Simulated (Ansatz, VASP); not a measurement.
# Cu10H (Cu(110)-(1x2)-H, longbridge site) in two plane-wave programs, part 2 of 2

One calculation is typed for both programs; each brings its own data sets. How far apart do they land? Of the first pair: The structure shown is the start of the Ansatz relaxation below; VASP solves that cell, so the two are compared at the walk's first step.

VASP 6.6.1 and Ansatz 0.2.0.

So far: Set-up; Ansatz: relaxation, PBE.

**3. VASP: single point, PBE, start cell, pair 1**

Level of this step: PBE; plane waves and PAW (Cu, H) (VASP).

The same cell, functional, mesh and smearing now go to VASP, with its own data sets.

Lines of VASP's logs that name or quote its potential files are left out, and so is its time.

The input, INCAR:

```
SYSTEM = Cu10H
PREC = Accurate
ENCUT = 520
EDIFF = 1E-06
NELM = 120
ISMEAR = -1
SIGMA = 0.1
LREAL = .FALSE.
ALGO = Normal
GGA = PE
NBANDS = 68
LASPH = .TRUE.
LORBIT = 11
LWAVE = .FALSE.
LCHARG = .FALSE.
ISIF = 2
LDIPOL = .TRUE.
IDIPOL = 3
DIPOL = 0.5 0.5 0.502
LVHAR = .TRUE.
GGA_COMPAT = .FALSE.
NELMDL = -8
KPAR = 2
```

The input, POSCAR:

```
Cu10H
1.0
    7.2200000000      0.0000000000      0.0000000000
    0.0000000000      2.5526554801      0.0000000000
    0.0000000000      0.0000000000     22.6053109602
Cu H
10 1
Direct
    0.0000000000      0.0000000000      0.3760178312
    0.5000000000      0.0000000000      0.3760178312
    0.2500000000      0.5000000000      0.4324792531
    0.7500000000      0.5000000000      0.4324792531
    0.0000000000      0.0000000000      0.4889406308
    0.5000000000      0.0000000000      0.4889406308
    0.2500000000      0.5000000000      0.5454020527
    0.7500000000      0.5000000000      0.5454020527
    0.0000000000      0.0000000000      0.6018634746
    0.5000000000      0.0000000000      0.6018634746
    0.2500000000      0.0000000000      0.6239821706
```

The input, KPOINTS:

```
Automatic mesh
0
Gamma
4 11 1
0 0 0
```

The projector-augmented-wave data sets are Cu and H (PBE family, release 64).

The run is started by

```console
$ mpirun -np 2 vasp_std
```

Numbers of over 12 decimals in the logs are rounded to 6 here.

The program printed:

```text
[banner, memory and clock lines left out]
running    2 mpi-ranks, on    1 nodes
 distrk:  each k-point on    1 cores,    2 groups
 distr:  one band on    1 cores,    1 groups

 POSCAR found type information on POSCAR CuH
 POSCAR found :  2 types and      11 ions
 LDA part: xc-table for (Slater+PW92), standard interpolation
 POSCAR, INCAR and KPOINTS ok, starting setup
 FFT: planning ... GRIDC
 FFT: planning ... GRID_SOFT
 FFT: planning ... GRID
 WAVECAR not read
 entering main loop
       N       E                     dE             d eps       ncg     rms          rms(c)
DAV:   1     0.975801475445E+03    0.97580E+03   -0.45959E+04  2448   0.185E+03
DAV:   2     0.612374967529E+02   -0.91456E+03   -0.88563E+03  2448   0.407E+02
DAV:   3    -0.398987192222E+02   -0.10114E+03   -0.94303E+02  2616   0.190E+02
DAV:   4    -0.449065036030E+02   -0.50078E+01   -0.49103E+01  2872   0.539E+01
DAV:   5    -0.450484994369E+02   -0.14200E+00   -0.14151E+00  2900   0.719E+00
DAV:   6    -0.450554741131E+02   -0.69747E-02   -0.69730E-02  3248   0.130E+00
DAV:   7    -0.450557599908E+02   -0.28588E-03   -0.28585E-03  3232   0.231E-01
DAV:   8    -0.450557722976E+02   -0.12307E-04   -0.12307E-04  3080   0.394E-02    0.227E+01
DAV:   9    -0.407006057389E+02    0.43552E+01   -0.93807E+01  2728   0.127E+02    0.125E+01
DAV:  11    -0.370096250449E+02   -0.95878E-02   -0.33183E+00  2888   0.403E+01    0.141E+00
DAV:  12    -0.370358218015E+02   -0.26197E-01   -0.11402E+00  3140   0.208E+01    0.220E+00
DAV:  13    -0.370011637584E+02    0.34658E-01   -0.29880E-01  3044   0.161E+01    0.167E+00
DAV:  14    -0.369572968320E+02    0.43867E-01   -0.30527E-01  2920   0.713E+00    0.440E-01
DAV:  15    -0.369549992137E+02    0.22976E-02   -0.34239E-02  3232   0.296E+00    0.417E-01
[...]
DAV:  27    -0.369513971837E+02   -0.57632E-04   -0.45066E-06  2000   0.271E-02    0.174E-03
DAV:  28    -0.369514032863E+02   -0.61025E-05   -0.11075E-06  1740   0.130E-02    0.954E-04
DAV:  29    -0.369514085745E+02   -0.52882E-05   -0.57937E-07  1672   0.607E-03    0.998E-04
DAV:  30    -0.369514102573E+02   -0.16828E-05   -0.20241E-07  1620   0.594E-03    0.301E-04
DAV:  31    -0.369514134368E+02   -0.31795E-05   -0.23562E-07  1616   0.554E-03    0.891E-04
DAV:  32    -0.369514156746E+02   -0.22378E-05   -0.13701E-07  1528   0.718E-03    0.361E-04
DAV:  33    -0.369514171093E+02   -0.14347E-05   -0.68764E-08  1524   0.252E-03    0.214E-04
DAV:  34    -0.369514175813E+02   -0.47198E-06   -0.35161E-08  1500   0.172E-03
   1 F= -.36951418E+02 E0= -.36894029E+02  d E =-.114778E+00
```

OUTCAR, selected parts (step 3):

```text
ion  position               nearest neighbor table
   1  0.000  0.000  0.376-   5 2.55   4 2.55   3 2.55   3 2.55   4 2.55
   2  0.500  0.000  0.376-   6 2.55   4 2.55   3 2.55   3 2.55   4 2.55
   3  0.250  0.500  0.432-   7 2.55   6 2.55   5 2.55   5 2.55   6 2.55   1 2.55   2 2.55   2 2.55
                             1 2.55
   4  0.750  0.500  0.432-   8 2.55   6 2.55   5 2.55   5 2.55   6 2.55   1 2.55   2 2.55   2 2.55
                             1 2.55
   5  0.000  0.000  0.489-   1 2.55   3 2.55   4 2.55   3 2.55   4 2.55   7 2.55   8 2.55   7 2.55
                             8 2.55   9 2.55
   6  0.500  0.000  0.489-   2 2.55   3 2.55   4 2.55   3 2.55   4 2.55   7 2.55   8 2.55   7 2.55
                             8 2.55  10 2.55
   7  0.250  0.500  0.545-   3 2.55   5 2.55   6 2.55   5 2.55   6 2.55   9 2.55  10 2.55   9 2.55
                            10 2.55
   8  0.750  0.500  0.545-   4 2.55   5 2.55   6 2.55   5 2.55   6 2.55   9 2.55  10 2.55   9 2.55
                            10 2.55
   9  0.000  0.000  0.602-   7 2.55   8 2.55   7 2.55   8 2.55   5 2.55
  10  0.500  0.000  0.602-   7 2.55   8 2.55   7 2.55   8 2.55   6 2.55
  11  0.250  0.000  0.624-

  LATTYP: Found a simple orthorhombic cell.
 ALAT       =     2.5526554801
 B/A-ratio  =     2.8284271247
 C/A-ratio  =     8.8556059117

 Subroutine GETGRP returns: Found  4 space group operations
 (whereof  2 operations were pure point group operations)

The static configuration has the point symmetry C_1h.
 The point group associated with its full space group is C_2v.

 Found     18 irreducible k-points:

   k-points           NKPTS =     18   k-points in BZ     NKDIM =     18   number of bands    NBANDS=     68

   dimension x,y,z NGX =    54 NGY =   20 NGZ =  168
   dimension x,y,z NGXF=   108 NGYF=   40 NGZF=  336

   ENCUT  =  520.0 eV  38.22 Ry    6.18 a.u.  13.42  4.75 42.03*2*pi/ulx,y,z

   NELECT =     111.0000    total number of electrons

 k-points in reciprocal lattice and weights: Automatic mesh
   0.00000000  0.00000000  0.00000000       0.023
   0.25000000  0.00000000  0.00000000       0.045
   0.50000000  0.00000000  0.00000000       0.023
   0.00000000  0.09090909  0.00000000       0.045
   0.25000000  0.09090909  0.00000000       0.091
   0.50000000  0.09090909  0.00000000       0.045
   0.00000000  0.18181818  0.00000000       0.045
   0.25000000  0.18181818  0.00000000       0.091
   0.50000000  0.18181818  0.00000000       0.045
[...]
0.25000000  0.45454545  0.00000000       0.091
   0.50000000  0.45454545  0.00000000       0.045

 dipolmoment           0.000000      0.000000      0.011030 electrons x Angstroem

 average (electrostatic) potential at core
       1 -71.6370       2 -71.6370       3 -72.0849       4 -72.0845       5 -72.1264
       6 -72.1264       7 -72.2652       8 -72.1374       9 -71.8305      10 -71.8305
      11 -37.4802

 E-fermi :  -0.8602

 k-point     1 :       0.0000    0.0000    0.0000
  band No.  band energies     occupation
    ...
     54      -2.3635      2.00000
     55      -2.3340      2.00000
     56      -2.2743      2.00000
     57      -2.1007      1.99999
     58      -1.4822      1.99603
     59      -0.5254      0.06793
     60      -0.0429      0.00056
     61       0.8708      0.00000
     62       1.8113      0.00000
     63       1.9355      0.00000
    ...

 k-point     2 :       0.2500    0.0000    0.0000
  band No.  band energies     occupation
    ...
     54      -2.3304      2.00000
     55      -2.2935      2.00000
     56      -2.2052      2.00000
     57      -1.9344      1.99996
     58      -1.1022      1.83669
     59      -0.4313      0.02708
     60       0.5069      0.00000
     61       0.6915      0.00000
     62       0.8508      0.00000
     63       2.0552      0.00000
    ...

 k-point     3 :       0.5000    0.0000    0.0000
  band No.  band energies     occupation
    ...
     54      -2.3156      2.00000
     55      -2.3050      2.00000
     56      -2.0200      1.99998
     57      -1.2041      1.93782
     58      -1.0641      1.76985
     59      -0.3903      0.01805
     60       0.0259      0.00028
     61       0.7743      0.00000
     62       0.8360      0.00000
     63       2.0003      0.00000
    ...

  Total       -4.0956584     -1.0915737     -1.7612186      0.0000000      0.0000000      0.0000000
  in kB      -15.7505029     -4.1978196     -6.7730449      0.0000000      0.0000000      0.0000000
  external PRESSURE =      -8.9071224 kB  Pullay stress =       0.0000000 kB

  energy-cutoff  :      520.00
  volume of cell :      416.62
      direct lattice vectors                 reciprocal lattice vectors
     7.220000000  0.000000000  0.000000000     0.138504155  0.000000000  0.000000000
     0.000000000  2.552655480  0.000000000     0.000000000  0.391748909  0.000000000
     0.000000000  0.000000000 22.605310960     0.000000000  0.000000000  0.044237392

 POSITION                                       TOTAL-FORCE (eV/Angst)
 -----------------------------------------------------------------------------------
      0.00000      0.00000      8.50000        -0.027807      0.000000      0.317151
      3.61000      0.00000      8.50000         0.027807      0.000000      0.317151
      1.80500      1.27633      9.77633         0.000000      0.000000     -0.328066
      5.41500      1.27633      9.77633         0.000000      0.000000     -0.443209
      0.00000      0.00000     11.05266        -0.029080      0.000000     -0.059950
      3.61000      0.00000     11.05266         0.029080      0.000000     -0.059950
      1.80500      1.27633     12.32898         0.000000      0.000000      0.664411
      5.41500      1.27633     12.32898         0.000000      0.000000      0.417726
      0.00000      0.00000     13.60531         0.218199      0.000000     -0.088495
      3.61000      0.00000     13.60531        -0.218199      0.000000     -0.088495
      1.80500      0.00000     14.10531         0.000000      0.000000     -0.648273
 -----------------------------------------------------------------------------------
    total drift:                                0.000000     -0.000000      0.005834

  FREE ENERGIE OF THE ION-ELECTRON SYSTEM (eV)
  ---------------------------------------------------
  free  energy   TOTEN  =       -36.9514175813 eV

  energy  without entropy=      -36.8366397086  energy(sigma->0) =      -36.89402864

 vacuum level on the upper side and lower side of the slab         3.509         3.400

 total charge
# of ion       s       p       d       tot
------------------------------------------
    1        0.439   0.224   9.222   9.885
    2        0.439   0.224   9.222   9.885
    3        0.443   0.360   9.171   9.974
    4        0.443   0.360   9.170   9.973
    5        0.443   0.378   9.182  10.003
    6        0.443   0.378   9.182  10.003
    7        0.415   0.370   9.186   9.971
    8        0.447   0.371   9.157   9.975
    9        0.431   0.262   9.218   9.911
   10        0.431   0.262   9.218   9.911
   11        0.460   0.011   0.000   0.470
--------------------------------------------------
tot          4.834   3.200  91.929  99.963

[... 3 further parts left out ...]
```

This run has no spin polarisation. Its electron count is odd, so without a moment it is a metal by construction.

**4. Side by side**

Known differences besides the potentials themselves: the data sets hold 191 valence electrons in Ansatz (on its default PAW (the set named soft_2) files) and 111 in VASP; the cutoff is 420 eV in Ansatz and 520 eV in VASP. Total energies have different zeros and are not compared.

Forces on 8 of the 11 atoms, those with the largest forces and the largest differences (eV/Å; atoms numbered as in POSCAR):

```tsv
atom	Ansatz x, y, z	VASP x, y, z
Cu1	-0.028, 0.000, 0.348	-0.028, 0.000, 0.317
Cu2	0.028, 0.000, 0.348	0.028, 0.000, 0.317
Cu3	0.000, 0.000, -0.327	0.000, 0.000, -0.328
Cu4	0.000, 0.000, -0.441	0.000, 0.000, -0.443
Cu7	0.000, 0.000, 0.659	0.000, 0.000, 0.664
Cu8	0.000, 0.000, 0.418	0.000, 0.000, 0.418
Cu10	-0.227, 0.000, -0.117	-0.218, 0.000, -0.088
H11	0.000, 0.000, -0.652	0.000, 0.000, -0.648
```

The forces differ by 11 meV/Å r.m.s., which is 4.7 % of the r.m.s. force of 0.224 eV/Å (both taken over all components). With vacuum in the cell, a pressure given here is an average over mostly empty space and none of the material.

**5. Ansatz: relaxation, PBE**

This run makes the geometry at which the two programs are then compared.

The structure compared here is the end of the Ansatz relaxation.

The input, input.yaml:

```yaml
crystal:
  lattice:
    - [7.22, 0.0, 0.0]
    - [0.0, 2.5526554801, 0.0]
    - [0.0, 0.0, 22.6053109602]
  atoms:
    - { symbol: Cu, position: [0.0, 0.0, 0.3760178312] }
    - { symbol: Cu, position: [0.5, 0.0, 0.3760178312] }
    - { symbol: Cu, position: [0.25, 0.5, 0.4324792416] }
    - { symbol: Cu, position: [0.75, 0.5, 0.4324792416] }
    - { symbol: Cu, position: [0.0, 0.0, 0.488940652] }
    - { symbol: Cu, position: [0.5, 0.0, 0.488940652] }
    - { symbol: Cu, position: [0.25, 0.5, 0.5454020625] }
    - { symbol: Cu, position: [0.75, 0.5, 0.5454020625] }
    - { symbol: Cu, position: [0.0, 0.0, 0.6018634729] }
    - { symbol: Cu, position: [0.5, 0.0, 0.6018634729] }
    - { symbol: H, position: [0.25, 0.0, 0.6239821688] }
kpoints:
  mp_grid: { grid: [4, 11, 1] }
hamiltonian:
  xc: pbe
scf:
  occupations: { method: fermi_dirac, width: 0.1 }
  convergence: { dr2_threshold: 1.0e-08 }
efield:
  axis: 3
  dipole_correction: true
  ramp_position: 0.97
  ramp_width: 0.06
relax:
  f_tol: 0.015
  max_steps: 90
  constraints: [{ sites: [0, 1, 2, 3] }]
output:
  write_potential: true
  write_density: true
  volumetric_format: npy
```

The run is started by

```console
$ ansatz run input.yaml --threads 4 --pin off --max-ram 6144MiB --backend cpu --events-out ev --progress --plain --runs-dir out
```

The program printed:

```text
[...]
Crystal: 11 atoms, lattice volume = 416.620 Å³
Basis set: ecut = 420 eV, 8171 PW (Γ), exchange–correlation on 100×36×320 points (8 copies of the dense FFT grid, shifted against one another)
Bands: 115, of which v1, the nominal top of the filled ones, is band 96 counted from 1 (95 counted from 0)
Symmetry: 4 space group operations
[...]
- { symbol: Cu, position: [0.750000, 0.5, 0.432479] }
    - { symbol: Cu, position: [0.0021968, 0.0, 0.488119] }
    - { symbol: Cu, position: [0.497803, 0.0, 0.488119] }
    - { symbol: Cu, position: [0.25, 0.5, 0.551217] }
    - { symbol: Cu, position: [0.750000, 0.5, 0.545445] }
    - { symbol: Cu, position: [-0.011650, 0.0, 0.599687] }
    - { symbol: Cu, position: [0.511650, 0.0, 0.599687] }
    - { symbol: H, position: [0.25, 0.0, 0.606394] }
[key lines of the parts left out:]
SCF converged after 9 iterations
Free energy (F): -66264.031598 eV
Fermi energy:    1.813888 eV
Dipole field:    D = 0.003102 V/Å  (p = 0.007142 e·Å, saw-weighted, corrected)
Work function:   Φ+ = 4.1944 eV   Φ− = 4.2646 eV
```

**6. VASP: single point, PBE, relaxed cell, pair 2**

The same cell, functional, mesh and smearing now go to VASP, with its own data sets.

Changes to INCAR since step 3:

```diff
@@ -18,3 +18,3 @@
 IDIPOL = 3
-DIPOL = 0.5 0.5 0.502
+DIPOL = 0.5 0.5 0.5
 LVHAR = .TRUE.
```

The input, POSCAR:

```
Cu10H
1.0
    7.2200000000      0.0000000000      0.0000000000
    0.0000000000      2.5526554801      0.0000000000
    0.0000000000      0.0000000000     22.6053109602
Cu H
10 1
Direct
    0.0000000000      0.0000000000      0.3760178312
    0.5000000000      0.0000000000      0.3760178312
    0.2500000000      0.5000000000      0.4324792416
    0.7500000000      0.5000000000      0.4324792416
    0.0021968050      0.0000000000      0.4881192091
    0.4978031950      0.0000000000      0.4881192091
    0.2500000000      0.5000000000      0.5512169270
    0.7500000000      0.5000000000      0.5454451712
    0.9883495112      0.0000000000      0.5996873900
    0.5116504888      0.0000000000      0.5996873900
    0.2500000000      0.0000000000      0.6063939277
```

KPOINTS is that of step 3.

The run is started by

```console
$ mpirun -np 2 vasp_std
```

The program printed:

```text
[... set-up lines as in an earlier step ...]
 entering main loop
       N       E                     dE             d eps       ncg     rms          rms(c)
DAV:   1     0.979588738132E+03    0.97959E+03   -0.46004E+04  2448   0.185E+03
DAV:   2     0.620668494493E+02   -0.91752E+03   -0.88792E+03  2448   0.407E+02
DAV:   3    -0.403529462204E+02   -0.10242E+03   -0.95669E+02  2676   0.191E+02
DAV:   4    -0.451709999894E+02   -0.48181E+01   -0.47336E+01  2856   0.539E+01
[...]
DAV:  30    -0.371634843852E+02   -0.21572E-05   -0.38319E-07  1660   0.846E-03    0.645E-04
DAV:  31    -0.371634885522E+02   -0.41670E-05   -0.29509E-07  1628   0.911E-03    0.979E-04
DAV:  32    -0.371634894296E+02   -0.87741E-06   -0.96065E-08  1668   0.416E-03
   1 F= -.37163489E+02 E0= -.37103950E+02  d E =-.119078E+00
```

From OUTCAR (step 6):

```text
  Total       -1.8363652     -0.5415527     -0.5945316      0.0000000      0.0000000      0.0000000
  in kB       -7.0620331     -2.0826268     -2.2863654      0.0000000      0.0000000      0.0000000
  external PRESSURE =      -3.8103418 kB  Pullay stress =       0.0000000 kB

 POSITION                                       TOTAL-FORCE (eV/Angst)
 -----------------------------------------------------------------------------------
      0.00000      0.00000      8.50000        -0.012649      0.000000      0.302359
      3.61000      0.00000      8.50000         0.012649      0.000000      0.302359
      1.80500      1.27633      9.77633         0.000000      0.000000     -0.258524
      5.41500      1.27633      9.77633         0.000000      0.000000     -0.411570
      0.01586      0.00000     11.03409         0.005106      0.000000     -0.002862
      3.59414      0.00000     11.03409        -0.005106      0.000000     -0.002862
      1.80500      1.27633     12.46043         0.000000      0.000000     -0.009323
      5.41500      1.27633     12.32996         0.000000      0.000000      0.003554
      7.13588      0.00000     13.55612        -0.001275      0.000000      0.029229
      3.69412      0.00000     13.55612         0.001275      0.000000      0.029229
      1.80500      0.00000     13.70772         0.000000      0.000000      0.018410
 -----------------------------------------------------------------------------------
    total drift:                                0.000000     -0.000000      0.003361

  FREE ENERGIE OF THE ION-ELECTRON SYSTEM (eV)
  ---------------------------------------------------
  free  energy   TOTEN  =       -37.1634894296 eV

  energy  without entropy=      -37.0444112948  energy(sigma->0) =      -37.10395036

[... 2 parts as in an earlier step ...]

[... 1 further part left out ...]
[key lines of the parts left out:]
E-fermi :  -0.7811
```

**7. Comparison**

What differs besides the data sets and the points named for the pairs above, as far as they apply: the data sets hold 191 valence electrons in Ansatz (on its default PAW (the set named soft_2) files) and 111 in VASP. Total energies have different zeros and are not compared.

Both answers:

```tsv
quantity	Ansatz	VASP	difference
work function, lower of the two faces (eV)	4.19	4.18	+0.02
work function, higher of the two faces (eV)	4.26	4.25	+0.02
```

Forces on 7 of the 11 atoms, those with the largest forces and the largest differences (eV/Å; atoms numbered as in POSCAR):

```tsv
atom	Ansatz x, y, z	VASP x, y, z
Cu1	-0.013, 0.000, 0.334	-0.013, 0.000, 0.302
Cu2	0.013, 0.000, 0.334	0.013, 0.000, 0.302
Cu3	0.000, 0.000, -0.257	0.000, 0.000, -0.259
Cu4	0.000, 0.000, -0.410	0.000, 0.000, -0.412
Cu9	0.001, 0.000, -0.001	-0.001, 0.000, 0.029
Cu10	-0.001, 0.000, -0.001	0.001, 0.000, 0.029
H11	0.000, 0.000, 0.000	0.000, 0.000, 0.018
```

The forces differ by 11 meV/Å r.m.s., which is 10.1 % of the r.m.s. force of 0.113 eV/Å (both taken over all components). With vacuum in the cell, a pressure given here is an average over mostly empty space and none of the material.

**8. Results**

| Item | Value |
| --- | --- |
| r.m.s. force difference (single point, PBE, start cell, pair 1) | 4.7 % of the r.m.s. force |
| r.m.s. force difference (single point, PBE, relaxed cell, pair 2) | 11 meV/Å |

In words: The r.m.s. force difference is 4.7 % of the r.m.s. force (single point, PBE, start cell, pair 1), beyond the 3 % picked in this series as the mark of a large difference. The data sets hold unlike numbers of valence electrons (191 in Ansatz and 111 in VASP), so part of the differences comes from the potentials. Such differences can come from data sets, numerical settings and the points named under the comparisons, not from the functional's error against experiment.

[Lines on the potential files, build, host, timing and source positions are cut from VASP's logs without a mark.]

[Logs are printed without paths, hosts, clocks, repeated set-up lines and the standing remarks that a program may print on its own settings, such as how far it seeks lower states.]

[Hosts, paths, dates, database ids (printed as entryN), source tags and the programs' standing remarks are cut or masked in the printed files.]
